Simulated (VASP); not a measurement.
Computed with LDA (Ceperley-Alder, Perdew-Zunger), VASP's LDA PAW potentials (set 64) (plane waves; VASP).

The input files of a VASP run:

### INCAR
```
SYSTEM = ScF3
PREC = Accurate; ENCUT = 400; LREAL = F
LASPH = T
EDIFF = 1E-6; NELM = 100; ALGO = Normal
LMAXMIX = 4
ISMEAR = 0; SIGMA = 0.01
ISIF = 2
LWAVE = F; LCHARG = F
```

**KPOINTS**
```
Regular mesh
0
Gamma
 5 5 5
0 0 0
```

**POSCAR**
```
ScF3
1
    2.8514100000     1.6462620000     4.6533570000
   -2.8514100000     1.6462620000     4.6533570000
    0.0000000000    -3.2925250000     4.6533570000
Sc F
2 6
Direct
  0.5000000000   0.5000000000   0.5000000000
  0.0000000000   0.0000000000   0.0000000000
  0.7265800000   0.2500000000   0.7734200000
  0.2734200000   0.7500000000   0.2265800000
  0.7734200000   0.7265800000   0.2500000000
  0.2265800000   0.2734200000   0.7500000000
  0.2500000000   0.7734200000   0.7265800000
  0.7500000000   0.2265800000   0.2734200000
```

POTCAR, in this order: Sc_sv F (LDA.64 set). Program: vasp_std.

The run wrote:

**OUTCAR**
```
 ion  position               nearest neighbor table
   1  0.500  0.500  0.500-   5 2.02   6 2.02   7 2.02   8 2.02   3 2.02   4 2.02
   2  0.000  0.000  0.000-   5 2.02   6 2.02   3 2.02   4 2.02   7 2.02   8 2.02
   3  0.727  0.250  0.773-   2 2.02   1 2.02
   4  0.273  0.750  0.227-   2 2.02   1 2.02
   5  0.773  0.727  0.250-   1 2.02   2 2.02
   6  0.227  0.273  0.750-   1 2.02   2 2.02
   7  0.250  0.773  0.727-   1 2.02   2 2.02
   8  0.750  0.227  0.273-   1 2.02   2 2.02
  LATTYP: Found a trigonal (rhomboedric) cell.
 ALAT       =     5.7003902437
 COS(alpha) =     0.4995736653
 Subroutine PRICEL returns:
 Original cell was already a primitive cell.
 Subroutine GETGRP returns: Found 12 space group operations
The static configuration has the point symmetry S_6 .
 The point group associated with its full space group is D_3d.
The dynamic configuration has the point symmetry S_6 .
 Subroutine INISYM returns: Found 12 space group operations
 Subroutine IBZKPT returns following result:
 Found     19 irreducible k-points:

 Following reciprocal coordinates:
            Coordinates               Weight
  0.000000  0.000000  0.000000      1.000000
  0.200000 -0.000000  0.000000      6.000000
  0.400000 -0.000000  0.000000      6.000000
  0.200000  0.200000  0.000000      6.000000
  0.400000  0.200000  0.000000     12.000000
 -0.400000  0.200000 -0.000000     12.000000
 -0.200000  0.200000  0.000000      6.000000
  0.400000  0.400000  0.000000      6.000000
 -0.400000  0.400000  0.000000      6.000000
  0.200000  0.200000  0.200000      2.000000
  0.400000  0.200000  0.200000      6.000000
 -0.400000  0.200000  0.200000      6.000000
 -0.200000  0.200000  0.200000      6.000000
  0.400000  0.400000  0.200000      6.000000
 -0.400000  0.400000  0.200000     12.000000
 -0.200000  0.400000  0.200000     12.000000
...
```

**OSZICAR**
```
       N       E                     dE             d eps       ncg     rms          rms(c)
DAV:   1     0.108815611251E+04    0.10882E+04   -0.25894E+04  1444   0.143E+03
DAV:   2     0.156936134980E+03   -0.93122E+03   -0.91481E+03  1788   0.560E+02
DAV:   3    -0.551026979608E+02   -0.21204E+03   -0.20256E+03  2350   0.247E+02
DAV:   4    -0.678793849031E+02   -0.12777E+02   -0.12731E+02  2272   0.707E+01
DAV:   5    -0.680690750259E+02   -0.18969E+00   -0.18942E+00  2256   0.110E+01    0.230E+01
DAV:   6    -0.593857133856E+02    0.86834E+01   -0.33855E+01  2408   0.591E+01    0.995E+00
DAV:   7    -0.593619221272E+02    0.23791E-01   -0.40896E+00  1984   0.119E+01    0.584E+00
DAV:   8    -0.593256350261E+02    0.36287E-01   -0.18378E+00  1820   0.846E+00    0.223E+00
DAV:   9    -0.592279313722E+02    0.97704E-01   -0.56339E-01  2136   0.609E+00    0.347E-01
DAV:  10    -0.592304484418E+02   -0.25171E-02   -0.32714E-02  2132   0.213E+00    0.389E-01
DAV:  11    -0.592287678648E+02    0.16806E-02   -0.13883E-02  2144   0.119E+00    0.108E-01
DAV:  12    -0.592287736322E+02   -0.57674E-05   -0.12533E-03  2146   0.421E-01    0.539E-02
DAV:  13    -0.592287837798E+02   -0.10148E-04   -0.13144E-04  2152   0.129E-01    0.128E-02
DAV:  14    -0.592287832488E+02    0.53094E-06   -0.11758E-05  1730   0.249E-02    0.731E-03
DAV:  15    -0.592287829639E+02    0.28496E-06   -0.63802E-06  1936   0.175E-02
   1 F= -.59228783E+02 E0= -.59228783E+02  d E =-.200826E-25
```

### OUTCAR
```
------------------------ aborting loop because EDIFF is reached ----------------------------------------
  FORCE on cell =-STRESS in cart. coord.  units (eV):
  Direction    XX          YY          ZZ          XY          YZ          ZX
  --------------------------------------------------------------------------------------
  Total      -10.0949171    -10.0949171     -9.9783403      0.0000000      0.0000007     -0.0000000
  in kB     -123.4062077   -123.4062080   -121.9811046      0.0000000      0.0000087     -0.0000000
  external PRESSURE =    -122.9311735 kB  Pullay stress =       0.0000000 kB
  volume of cell :      131.06
      direct lattice vectors                 reciprocal lattice vectors
     2.851410000  1.646262000  4.653357000     0.175351843  0.101239434  0.071632881
    -2.851410000  1.646262000  4.653357000    -0.175351843  0.101239434  0.071632881
     0.000000000 -3.292525000  4.653357000     0.000000000 -0.202478868  0.071632859
 POSITION                                       TOTAL-FORCE (eV/Angst)
 -----------------------------------------------------------------------------------
      0.00000     -0.00000      6.98004         0.000000      0.000000     -0.000000
      0.00000      0.00000      0.00000         0.000000      0.000000     -0.000000
      1.35892     -0.93880      8.14337         0.026785      0.046392     -0.000000
     -1.35892      0.93880      5.81670        -0.026785     -0.046392     -0.000000
      0.13356      1.64626      8.14337        -0.053569      0.000000      0.000000
     -0.13356     -1.64626      5.81670         0.053569     -0.000000     -0.000000
     -1.49249     -0.70747      8.14337         0.026785     -0.046392     -0.000000
      1.49249      0.70746      5.81670        -0.026785      0.046392     -0.000000
 -----------------------------------------------------------------------------------
    total drift:                                0.000000     -0.000000     -0.000000
  FREE ENERGIE OF THE ION-ELECTRON SYSTEM (eV)
  ---------------------------------------------------
  free  energy   TOTEN  =       -59.2287829639 eV

  energy  without entropy=      -59.2287829639  energy(sigma->0) =      -59.22878296
```
(Selected blocks of OUTCAR.)

File OUTCAR:
```
 val. band max:       -3.9656294581   @ k =   0.2000   0.2000   0.0000

 cond. band min:       2.1639813358   @ k =   0.0000   0.0000   0.0000


 Fermi energy:        -3.8941848363

 k-point     1 :       0.0000    0.0000    0.0000
  band No.  band energies     occupation
      1     -49.3496      2.00000
      2     -49.3353      2.00000
      3     -28.7509      2.00000
      4     -28.7509      2.00000
      5     -28.7485      2.00000
      6     -28.3695      2.00000
      7     -28.3695      2.00000
      8     -28.3693      2.00000
      9     -23.5631      2.00000
     10     -23.2802      2.00000
     11     -23.2802      2.00000
     12     -22.5319      2.00000
     13     -22.5308      2.00000
     14     -22.5308      2.00000
     15      -7.0718      2.00000
     16      -6.9400      2.00000
     17      -6.9400      2.00000
     18      -6.1869      2.00000
     19      -6.1869      2.00000
     20      -6.1802      2.00000
     21      -5.6986      2.00000
     22      -5.6986      2.00000
     23      -5.6854      2.00000
     24      -4.5347      2.00000
     25      -4.5126      2.00000
     26      -4.5126      2.00000
     27      -4.4812      2.00000
     28      -4.4812      2.00000
     29      -4.4704      2.00000
     30      -3.9750      2.00000
     31      -3.9666      2.00000
     32      -3.9666      2.00000
     33       2.1640      0.00000
     34       2.1640      0.00000
     35       2.1642      0.00000
     36       3.6452      0.00000
     37       3.6476      0.00000
     38       3.7164      0.00000

 k-point     2 :       0.2000   -0.0000    0.0000
  band No.  band energies     occupation
      1     -49.3482      2.00000
      2     -49.3365      2.00000
      3     -28.7189      2.00000
      4     -28.7177      2.00000
      5     -28.7156      2.00000
      6     -28.4114      2.00000
      7     -28.4098      2.00000
      8     -28.4094      2.00000
      9     -23.4611      2.00000
     10     -23.2042      2.00000
...
```

At this cut-off the stress carries a Pulay error, which pulls relaxed volumes low.

The structure comes from a computed database's ScF3 entry; how it stands against other phases isn't given here. The cell was not relaxed at this level. The run is one of a series of settings (GGA removed, POTCAR Sc_sv F (LDA.64 set) against the base run), some of them coarse on purpose.
